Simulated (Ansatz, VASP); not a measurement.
# ZrB2: VASP beside Ansatz, part 2 of 2

One calculation is typed for both programs; each brings its own data sets. How far apart do they land? The cell is taken from a series of runs on this material, whose earlier steps may have relaxed, scaled, displaced or heated it; both programs get it as it stands.

VASP 6.6.1 and Ansatz 0.2.0.

So far: Starting point; Ansatz: zone-centre phonons, PBEsol.

**3. VASP: zone-centre phonons, PBEsol**

Level of this step: PBEsol; plane waves and PAW (B, Zr_sv) (VASP).

The same cell, functional, mesh and smearing now go to VASP, with its own data sets.

Lines of VASP's logs that name or quote its potential files are left out, and so is its time.

The input, INCAR:

```
SYSTEM = ZrB2
PREC = Accurate
ENCUT = 500
EDIFF = 1E-08
NELM = 120
ISMEAR = 1
SIGMA = 0.2
LREAL = .FALSE.
ALGO = Normal
GGA = PS
NBANDS = 15
LASPH = .TRUE.
LORBIT = 11
LWAVE = .FALSE.
LCHARG = .FALSE.
ISIF = 2
IBRION = 8
GGA_COMPAT = .FALSE.
KPAR = 2
```

The input, POSCAR:

```
ZrB2
1.0
    3.1743496779      0.0000000000      0.0000000000
   -1.5871748390      2.7490674616      0.0000000000
    0.0000000000      0.0000000000      3.5335175182
B Zr
2 1
Direct
    0.3333333333      0.6666666667      0.5000000000
    0.6666666667      0.3333333333      0.5000000000
    0.0000000000      0.0000000000      0.0000000000
```

The input, KPOINTS:

```
Automatic mesh
0
Gamma
15 15 12
0 0 0
```

Potentials, in the order of the species: B and Zr_sv (PBE family, release 64).

Launch:

```console
$ mpirun -np 2 vasp_std
```

Numbers of over 12 decimals in the logs are rounded to 6 here.

The log of the run:

```text
[banner, memory and clock lines left out]
running    2 mpi-ranks, on    1 nodes
 distrk:  each k-point on    1 cores,    2 groups
 distr:  one band on    1 cores,    1 groups

 POSCAR found type information on POSCAR B Zr
 POSCAR found :  2 types and       3 ions
|                                                                             |
|               ----> ADVICE to this user running VASP <----                  |
|                                                                             |
|     You enforced a specific xc type in the INCAR file but a different       |
|     [... a line on the potential file left out ...]
|     I HOPE YOU KNOW WHAT YOU ARE DOING!                                     |
|                                                                             |

 LDA part: xc-table for (Slater+PW92), standard interpolation
 POSCAR, INCAR and KPOINTS ok, starting setup
 FFT: planning ... GRIDC
 FFT: planning ... GRID_SOFT
 FFT: planning ... GRID
 WAVECAR not read
 entering main loop
       N       E                     dE             d eps       ncg     rms          rms(c)
DAV:   1     0.997794727152E+02    0.99779E+02   -0.94303E+03  5670   0.116E+03
DAV:   2    -0.245956688269E+02   -0.12438E+03   -0.11971E+03  7196   0.298E+02
DAV:   3    -0.288757375054E+02   -0.42801E+01   -0.42580E+01  9287   0.476E+01
DAV:   4    -0.289382916284E+02   -0.62554E-01   -0.62546E-01  6520   0.546E+00
DAV:   5    -0.289395883929E+02   -0.12968E-02   -0.12967E-02  8858   0.559E-01    0.221E+01
DAV:   6    -0.264447390147E+02    0.24948E+01   -0.58641E+00  7126   0.167E+01    0.909E+00
DAV:   7    -0.263986776818E+02    0.46061E-01   -0.68228E-01  8289   0.523E+00    0.323E+00
DAV:   8    -0.263982067981E+02    0.47088E-03   -0.95321E-02  6803   0.261E+00    0.510E-01
DAV:   9    -0.263945893319E+02    0.36175E-02   -0.19626E-02  7109   0.107E+00    0.191E-01
DAV:  10    -0.263943039065E+02    0.28543E-03   -0.13794E-03  6776   0.353E-01    0.382E-02
DAV:  11    -0.263943105422E+02   -0.66356E-05   -0.61652E-05  7946   0.741E-02    0.114E-02
DAV:  12    -0.263943088591E+02    0.16830E-05   -0.28556E-06  7287   0.117E-02    0.509E-03
DAV:  13    -0.263943086985E+02    0.16059E-06   -0.47501E-07  8191   0.553E-03    0.183E-03
DAV:  14    -0.263943086488E+02    0.49728E-07   -0.29308E-08  5955   0.172E-03    0.469E-04
DAV:  15    -0.263943086213E+02    0.27509E-07   -0.33639E-09  3388   0.522E-04    0.145E-04
DAV:  16    -0.263943086136E+02    0.76632E-08   -0.98229E-10  3129   0.268E-04
   1 F= -.26394309E+02 E0= -.26394486E+02  d E =0.532277E-03
 Linear response reoptimize wavefunctions to high precision
DAV:   1    -0.263943086124E+02    0.12956E-08   -0.30300E-10  4214   0.124E-04
DAV:   2    -0.263943086124E+02   -0.10459E-10   -0.10942E-10  3052   0.577E-05
 Linear response DOF=           4
 Linear response progress:
  Degree of freedom:   1/  4
       N       E                     dE             d eps       ncg     rms          rms(c)
RMM:   1    -0.471929164857E-01   -0.47193E-01   -0.22272E-02 57769   0.103E+00
RMM:   2    -0.423151188659E-01    0.48778E-02   -0.23108E-03 47153   0.248E-01    0.137E-01
RMM:   3    -0.422820971532E-01    0.33022E-04   -0.63928E-04 44915   0.121E-01    0.686E-02
RMM:   4    -0.427242286050E-01   -0.44213E-03   -0.39586E-04 44203   0.949E-02    0.826E-03
RMM:   5    -0.427269007881E-01   -0.26722E-05   -0.49776E-05 52383   0.271E-02    0.222E-03
RMM:   6    -0.427275846951E-01   -0.68391E-06   -0.98087E-06 56025   0.964E-03    0.114E-03
RMM:   7    -0.427242478036E-01    0.33369E-05   -0.20886E-06 55741   0.452E-03    0.276E-04
RMM:   8    -0.427259527767E-01   -0.17050E-05   -0.11098E-07 58444   0.207E-03    0.143E-04
RMM:   9    -0.427255036917E-01    0.44908E-06    0.33902E-07 59105   0.954E-04    0.331E-05
RMM:  10    -0.427257045133E-01   -0.20082E-06   -0.23544E-08 58671   0.464E-04    0.232E-05
RMM:  11    -0.427255801044E-01    0.12441E-06    0.10363E-07 58982   0.231E-04    0.721E-06
RMM:  12    -0.427255781000E-01    0.20045E-08    0.22190E-08 59819   0.116E-04    0.513E-06
 first order change of Fermi-energy   0.18831E-04
 force on displaced ion       1 direction 1 : -14.978  -0.001   0.000
 Linear response progress:
  Degree of freedom:   2/  4
       N       E                     dE             d eps       ncg     rms          rms(c)
RMM:   1    -0.466116811716E-01   -0.46612E-01   -0.19238E-03 20216   0.108E+00
RMM:   2    -0.440346822963E-01    0.25770E-02   -0.18757E-03 16282   0.241E-01    0.112E-01
RMM:   3    -0.440067522093E-01    0.27930E-04   -0.84940E-04 15918   0.137E-01    0.522E-02
RMM:   4    -0.443647958908E-01   -0.35804E-03   -0.32129E-04 16765   0.864E-02    0.118E-02
RMM:   5    -0.444278932070E-01   -0.63097E-04   -0.50572E-05 18278   0.325E-02    0.379E-03
RMM:   6    -0.444367934892E-01   -0.89003E-05   -0.11890E-05 19269   0.128E-02    0.743E-04
RMM:   7    -0.444304103540E-01    0.63831E-05    0.77621E-06 19705   0.547E-03    0.247E-04
RMM:   8    -0.444309865534E-01   -0.57620E-06    0.49365E-06 19631   0.262E-03    0.134E-04
RMM:   9    -0.444301337409E-01    0.85281E-06    0.35905E-06 19603   0.134E-03    0.891E-05
RMM:  10    -0.444306149305E-01   -0.48119E-06    0.31170E-06 19843   0.720E-04    0.101E-05
RMM:  11    -0.444306086672E-01    0.62633E-08    0.24005E-06 21080   0.354E-04    0.119E-05
RMM:  12    -0.444306032774E-01    0.53898E-08    0.19541E-06 20757   0.177E-04    0.708E-06
RMM:  13    -0.444305967967E-01    0.64807E-08    0.15132E-06 20526   0.932E-05    0.409E-06
RMM:  14    -0.444306096599E-01   -0.12863E-07    0.11635E-06 20687   0.490E-05    0.251E-06
RMM:  15    -0.444306119336E-01   -0.22737E-08    0.89801E-07 20331   0.266E-05    0.168E-06
RMM:  16    -0.444306108037E-01    0.11298E-08    0.67505E-07 19632   0.147E-05    0.110E-06
RMM:  17    -0.444306112495E-01   -0.44572E-09    0.51652E-07 18914   0.931E-06    0.348E-07
RMM:  18    -0.444306119201E-01   -0.67064E-09    0.38784E-07 16129   0.541E-06    0.256E-07
RMM:  19    -0.444306119944E-01   -0.74348E-10    0.29489E-07 13869   0.368E-06    0.133E-07
RMM:  20    -0.444306121372E-01   -0.14275E-09    0.22280E-07 12234   0.280E-06    0.886E-08
 first order change of Fermi-energy  -0.75171E-04
 force on displaced ion       1 direction 3 :   0.000   0.000  -9.665
 Linear response progress:
  Degree of freedom:   3/  4
       N       E                     dE             d eps       ncg     rms          rms(c)
RMM:   1    -0.685631249560E+00   -0.68563E+00    0.29828E+00 15446   0.150E+01
RMM:   2    -0.630352162458E+00    0.55279E-01   -0.18811E-01 21354   0.282E+00    0.174E-01
RMM:   3    -0.631580612469E+00   -0.12285E-02   -0.32126E-02 25650   0.867E-01    0.554E-02
RMM:   4    -0.633132489319E+00   -0.15519E-02   -0.55694E-03 31670   0.303E-01    0.312E-02
RMM:   5    -0.633618941828E+00   -0.48645E-03   -0.98903E-04 31761   0.117E-01    0.185E-02
RMM:   6    -0.633600215190E+00    0.18727E-04   -0.14342E-04 31627   0.522E-02    0.454E-03
RMM:   7    -0.633577837582E+00    0.22378E-04   -0.40686E-05 32836   0.252E-02    0.390E-03
RMM:   8    -0.633570216200E+00    0.76214E-05   -0.31690E-05 32921   0.141E-02    0.995E-04
RMM:   9    -0.633574890534E+00   -0.46743E-05   -0.32776E-06 33765   0.841E-03    0.118E-04
RMM:  10    -0.633575910550E+00   -0.10200E-05   -0.35527E-06 34665   0.531E-03    0.165E-04
RMM:  11    -0.633576657056E+00   -0.74651E-06   -0.33470E-06 35017   0.374E-03    0.188E-04
RMM:  12    -0.633572575133E+00    0.40819E-05   -0.27381E-06 33157   0.291E-03    0.233E-04
RMM:  13    -0.633576924370E+00   -0.43492E-05   -0.19401E-06 30951   0.239E-03    0.157E-04
RMM:  14    -0.633580629260E+00   -0.37049E-05   -0.16263E-06 33457   0.188E-03    0.870E-05
[...]
RMM:  22    -0.633585996093E+00    0.27625E-06   -0.31622E-07 29430   0.532E-04    0.261E-05
RMM:  23    -0.633586111145E+00   -0.11505E-06   -0.25937E-07 30530   0.467E-04    0.332E-05
RMM:  24    -0.633585900916E+00    0.21023E-06   -0.22050E-07 29157   0.421E-04    0.485E-05
RMM:  25    -0.633586025200E+00   -0.12428E-06   -0.18707E-07 28868   0.373E-04    0.514E-05
RMM:  26    -0.633585934290E+00    0.90909E-07   -0.16037E-07 29241   0.335E-04    0.593E-05
RMM:  27    -0.633586016814E+00   -0.82524E-07   -0.13592E-07 27673   0.301E-04    0.620E-05
RMM:  28    -0.633585984087E+00    0.32728E-07   -0.11582E-07 28840   0.272E-04    0.672E-05
RMM:  29    -0.633586065997E+00   -0.81910E-07   -0.10233E-07 28982   0.247E-04    0.690E-05
 first order change of Fermi-energy   0.92077E-04
 force on displaced ion       3 direction 1 : -13.037  -0.000   0.000
 Linear response progress:
  Degree of freedom:   4/  4
       N       E                     dE             d eps       ncg     rms          rms(c)
RMM:   1    -0.759935913114E+00   -0.75994E+00    0.26710E+00  6579   0.147E+01
RMM:   2    -0.704527718238E+00    0.55408E-01   -0.16574E-01  8855   0.269E+00    0.197E-01
RMM:   3    -0.707466632708E+00   -0.29389E-02   -0.35849E-02 10388   0.809E-01    0.623E-02
RMM:   4    -0.709789195894E+00   -0.23226E-02   -0.66020E-03 12044   0.281E-01    0.376E-02
RMM:   5    -0.710076103038E+00   -0.28691E-03   -0.11094E-03 12651   0.105E-01    0.254E-02
RMM:   6    -0.709905683639E+00    0.17042E-03   -0.15424E-04 12608   0.496E-02    0.632E-03
RMM:   7    -0.709966318980E+00   -0.60635E-04   -0.97530E-05 12996   0.218E-02    0.303E-03
RMM:   8    -0.709961457983E+00    0.48610E-05   -0.77554E-05 13523   0.113E-02    0.918E-04
RMM:   9    -0.709964691279E+00   -0.32333E-05   -0.67164E-05 13697   0.663E-03    0.726E-04
RMM:  10    -0.709966906252E+00   -0.22150E-05   -0.61474E-05 13434   0.469E-03    0.720E-05
RMM:  11    -0.709967995492E+00   -0.10892E-05   -0.53288E-05 13723   0.321E-03    0.393E-05
RMM:  12    -0.709968537571E+00   -0.54208E-06   -0.49946E-05 13991   0.241E-03    0.779E-05
RMM:  13    -0.709967282680E+00    0.12549E-05   -0.44343E-05 13158   0.187E-03    0.157E-04
RMM:  14    -0.709969565089E+00   -0.22824E-05   -0.40998E-05 12736   0.153E-03    0.470E-05
[...]
RMM:  28    -0.709974514475E+00   -0.90233E-07   -0.13206E-05 12671   0.118E-04    0.393E-06
RMM:  29    -0.709974524150E+00   -0.96758E-08   -0.12218E-05 10316   0.995E-05    0.491E-06
RMM:  30    -0.709974517473E+00    0.66777E-08   -0.11310E-05  7789   0.854E-05    0.625E-06
RMM:  31    -0.709974543358E+00   -0.25885E-07   -0.10464E-05 11090   0.744E-05    0.662E-06
RMM:  32    -0.709974507166E+00    0.36191E-07   -0.96871E-06  9428   0.649E-05    0.911E-06
RMM:  33    -0.709974533680E+00   -0.26514E-07   -0.89649E-06  9091   0.559E-05    0.906E-06
RMM:  34    -0.709974532764E+00    0.91679E-09   -0.83006E-06  6483   0.483E-05    0.973E-06
RMM:  35    -0.709974537914E+00   -0.51505E-08   -0.76842E-06  7827   0.424E-05    0.103E-05
 first order change of Fermi-energy   0.11864E-03
 force on displaced ion       3 direction 3 :  -0.000  -0.000 -13.863
 Linear response finished
```

From OUTCAR (step 3):

```text
ion  position               nearest neighbor table
   1  0.333  0.667  0.500-   2 1.83   2 1.83   2 1.83   3 2.55   3 2.55   3 2.55   3 2.55   3 2.55
                             3 2.55
   2  0.667  0.333  0.500-   1 1.83   1 1.83   1 1.83   3 2.55   3 2.55   3 2.55   3 2.55   3 2.55
                             3 2.55
   3  0.000  0.000  0.000-   1 2.55   2 2.55   1 2.55   2 2.55   2 2.55   2 2.55   1 2.55   1 2.55
                             2 2.55   2 2.55   1 2.55   1 2.55

  LATTYP: Found a hexagonal cell.
 ALAT       =     3.1743496779
 C/A-ratio  =     1.1131469046

 Subroutine GETGRP returns: Found 24 space group operations
 (whereof 24 operations were pure point group operations)

The static configuration has the point symmetry D_6h.

 Found    189 irreducible k-points:

   k-points           NKPTS =    189   k-points in BZ     NKDIM =    189   number of bands    NBANDS=     15

   dimension x,y,z NGX =    24 NGY =   24 NGZ =   28
   dimension x,y,z NGXF=    48 NGYF=   48 NGZF=   56

   ENCUT  =  500.0 eV  36.75 Ry    6.06 a.u.   5.79  5.79  6.44*2*pi/ulx,y,z

   NELECT =      18.0000    total number of electrons

 k-points in reciprocal lattice and weights: Automatic mesh
   0.00000000  0.00000000  0.00000000       0.000
   0.06666667 -0.00000000  0.00000000       0.002
   0.13333333  0.00000000  0.00000000       0.002
   0.20000000 -0.00000000  0.00000000       0.002
   0.26666667  0.00000000  0.00000000       0.002
   0.33333333 -0.00000000  0.00000000       0.002
   0.40000000 -0.00000000  0.00000000       0.002
   0.46666667 -0.00000000  0.00000000       0.002
   0.06666667  0.06666667  0.00000000       0.002
[...]
0.33333333  0.26666667  0.50000000       0.004
   0.33333333  0.33333333  0.50000000       0.001

 average (electrostatic) potential at core
       1 -22.1668       2 -22.1668       3 -72.6382

  Total       -0.8561408     -0.8561408     -0.8624687      0.0000000     -0.0000000     -0.0000000
  in kB      -44.4844658    -44.4844658    -44.8132552      0.0000000     -0.0000000     -0.0000000
  external PRESSURE =     -44.5940623 kB  Pullay stress =       0.0000000 kB

  energy-cutoff  :      500.00
  volume of cell :       30.84
      direct lattice vectors                 reciprocal lattice vectors
     3.174349678  0.000000000  0.000000000     0.315025155  0.181879858  0.000000000
    -1.587174839  2.749067462  0.000000000     0.000000000  0.363759716  0.000000000
     0.000000000  0.000000000  3.533517518     0.000000000  0.000000000  0.283004116

 POSITION                                       TOTAL-FORCE (eV/Angst)
 -----------------------------------------------------------------------------------
     -0.00000      1.83271      1.76676        -0.000000      0.000000      0.000000
      1.58717      0.91636      1.76676         0.000000      0.000000      0.000000
      0.00000      0.00000      0.00000         0.000000      0.000000      0.000000
 -----------------------------------------------------------------------------------
    total drift:                               -0.000000      0.000000      0.000000

 Eigenvectors and eigenvalues of the dynamical matrix
 ----------------------------------------------------

   1 f  =   23.023045 THz   144.658060 2PiTHz  767.966130 cm-1    95.215622 meV
             X         Y         Z           dx          dy          dz
     -0.000000  1.832712  1.766759    -0.292552    0.643749   -0.000000
      1.587175  0.916356  1.766759     0.292552   -0.643749    0.000000
      0.000000  0.000000  0.000000     0.000000   -0.000000    0.000000

   2 f  =   23.023045 THz   144.658060 2PiTHz  767.966130 cm-1    95.215622 meV
             X         Y         Z           dx          dy          dz
     -0.000000  1.832712  1.766759     0.643749    0.292552   -0.000000
      1.587175  0.916356  1.766759    -0.643749   -0.292552    0.000000
      0.000000  0.000000  0.000000    -0.000000   -0.000000    0.000000

   3 f  =   16.742446 THz   105.195889 2PiTHz  558.467879 cm-1    69.241161 meV
             X         Y         Z           dx          dy          dz
     -0.000000  1.832712  1.766759    -0.000000    0.000000   -0.707107
      1.587175  0.916356  1.766759    -0.000000    0.000000    0.707107
      0.000000  0.000000  0.000000     0.000000    0.000000    0.000000

   4 f  =   13.921325 THz    87.470265 2PiTHz  464.365420 cm-1    57.573948 meV
             X         Y         Z           dx          dy          dz
     -0.000000  1.832712  1.766759     0.000000   -0.000000   -0.635753
      1.587175  0.916356  1.766759     0.000000   -0.000000   -0.635753
      0.000000  0.000000  0.000000    -0.000000    0.000000    0.437762

   5 f  =   13.493143 THz    84.779915 2PiTHz  450.082790 cm-1    55.803129 meV
             X         Y         Z           dx          dy          dz
     -0.000000  1.832712  1.766759     0.262995   -0.578717    0.000000
      1.587175  0.916356  1.766759     0.262995   -0.578717    0.000000
      0.000000  0.000000  0.000000    -0.181211    0.398753   -0.000000

   6 f  =   13.493143 THz    84.779915 2PiTHz  450.082790 cm-1    55.803129 meV
             X         Y         Z           dx          dy          dz
     -0.000000  1.832712  1.766759     0.578717    0.262995   -0.000000
      1.587175  0.916356  1.766759     0.578717    0.262995   -0.000000
      0.000000  0.000000  0.000000    -0.398753   -0.181211    0.000000

   7 f/i=    0.000521 THz     0.003277 2PiTHz    0.017395 cm-1     0.002157 meV
             X         Y         Z           dx          dy          dz
     -0.000000  1.832712  1.766759     0.000000   -0.000000    0.309545
      1.587175  0.916356  1.766759     0.000000   -0.000000    0.309545
      0.000000  0.000000  0.000000     0.000000   -0.000000    0.899091

   8 f/i=    0.004034 THz     0.025345 2PiTHz    0.134555 cm-1     0.016683 meV
             X         Y         Z           dx          dy          dz
     -0.000000  1.832712  1.766759    -0.299484    0.078930    0.000000
      1.587175  0.916356  1.766759    -0.299484    0.078930    0.000000
      0.000000  0.000000  0.000000    -0.869293    0.229104    0.000000

   9 f/i=    0.004034 THz     0.025345 2PiTHz    0.134555 cm-1     0.016683 meV
             X         Y         Z           dx          dy          dz
     -0.000000  1.832712  1.766759     0.078930    0.299484    0.000000
      1.587175  0.916356  1.766759     0.078930    0.299484    0.000000
      0.000000  0.000000  0.000000     0.229104    0.869293    0.000000

 ELASTIC MODULI CONTR FROM IONIC RELAXATION (kBar)
 Direction    XX          YY          ZZ          XY          YZ          ZX
 --------------------------------------------------------------------------------
 XX         -12.5381     12.5381      0.0000      0.0000     -0.0000      0.0000
 YY          12.5381    -12.5381     -0.0000      0.0000      0.0000     -0.0000
 ZZ           0.0000     -0.0000     -0.0000      0.0000      0.0000     -0.0000
 XY           0.0000      0.0000      0.0000    -12.5381     -0.0000      0.0000
 YZ          -0.0000      0.0000      0.0000     -0.0000     -0.0000      0.0000
 ZX           0.0000     -0.0000     -0.0000      0.0000      0.0000     -0.0000
 --------------------------------------------------------------------------------
```

**4. Comparison**

Known differences besides the potentials themselves: the cutoff is 420 eV in Ansatz and 500 eV in VASP; Ansatz makes its cores anew for this functional, VASP keeps those of its PBE data sets. Total energies have different zeros and are not compared.

Compared:

```
                  quantity  Ansatz   VASP  difference
optical mode 1 to 2 (cm⁻¹)   449.4  450.1     -0.16 %
     optical mode 3 (cm⁻¹)   462.7  464.4     -0.35 %
     optical mode 4 (cm⁻¹)   557.9  558.5     -0.10 %
optical mode 5 to 6 (cm⁻¹)   765.5  768.0     -0.32 %
```

Modes are paired by rising frequency, not by their patterns, so a pair may set unlike modes beside each other; they are those without the splitting of longitudinal modes.

**5. Summary of results**

```json
{"r.m.s. difference of the optical zone-centre modes, each program's sorted by frequency (zone-centre phonons, PBEsol)": "1.7 cm⁻¹"}
```

What this shows: The r.m.s. difference of the optical zone-centre modes, each program's sorted by frequency is 1.7 cm⁻¹ (zone-centre phonons, PBEsol). Such differences can come from data sets, numerical settings and the points named under the comparisons, not from the functional's error against experiment.

[Lines on the potential files, build, host, timing and source positions are cut from VASP's logs without a mark.]

[Logs are printed without paths, hosts, clocks, repeated set-up lines and the standing remarks that a program may print on its own settings, such as how far it seeks lower states.]

[Hosts, paths, dates, database ids (printed as entryN), source tags and the programs' standing remarks are cut or masked in the printed files.]
